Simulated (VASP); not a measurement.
A convergence study with VASP on ZrO2 (space group no. 225 when undisturbed): a few settings are varied, all else stays as given below, so the limit is that of these other settings. One atom is moved off its site, so that forces are finite.

```yaml
crystal:
  lattice:
    - [0.00000, 2.55773, 2.55773]
    - [2.55773, 0.00000, 2.55773]
    - [2.55773, 2.55773, 0.00000]
  atoms:
    - { symbol: Zr, position: [0.00977, 0.00977, 0.99023] }
    - { symbol: O, position: [0.25000, 0.25000, 0.25000] }
    - { symbol: O, position: [0.75000, 0.75000, 0.75000] }
```

Calculation: PBE GGA, VASP's PBE PAW potentials (set 64) (plane waves; VASP). The last row used: 400 eV cut-off, 8×8×8 Γ-centred mesh, Fermi-Dirac smearing of 0.020 eV, potentials Zr_sv O.

Gaps are read on the run's mesh, which can miss a band edge.

| setting | E (eV/atom) | pressure (GPa) | largest force (eV/Å) | gap on the mesh (eV) | irreducible k-points |
|---|---|---|---|---|---|
| SIGMA = 1.0 | ___ | ___ | ___ | ___ | 59 |
| SIGMA = 0.5 | ___ | ___ | ___ | ___ | 59 |
| SIGMA = 0.2 | -9.5332 | -5.35 | 0.217 | 3.305 | 59 |
| SIGMA = 0.1 | -9.5332 | -5.35 | 0.217 | 3.305 | 59 |
| SIGMA = 0.02 | -9.5332 | -5.35 | 0.217 | 3.305 | 59 |

Task: Complete the blanks.

Result: 
- SIGMA = 0.5, E (eV/atom): -9.5157
- SIGMA = 0.5, pressure (GPa): -4.76
- SIGMA = 0.5, largest force (eV/Å): 0.224
- SIGMA = 0.5, gap on the mesh (eV): 3.347
- SIGMA = 1.0, E (eV/atom): -9.3658
- SIGMA = 1.0, pressure (GPa): 2.03
- SIGMA = 1.0, largest force (eV/Å): 0.322
- SIGMA = 1.0, gap on the mesh (eV): 3.737

Left out are rungs that failed or repeat a setting and relaxations that didn't move; long series are thinned to 24 rows.

The structure is a typed ZrO2 crystal (space group no. 225). The cell was not relaxed at this level, it is distorted from the ideal structure.
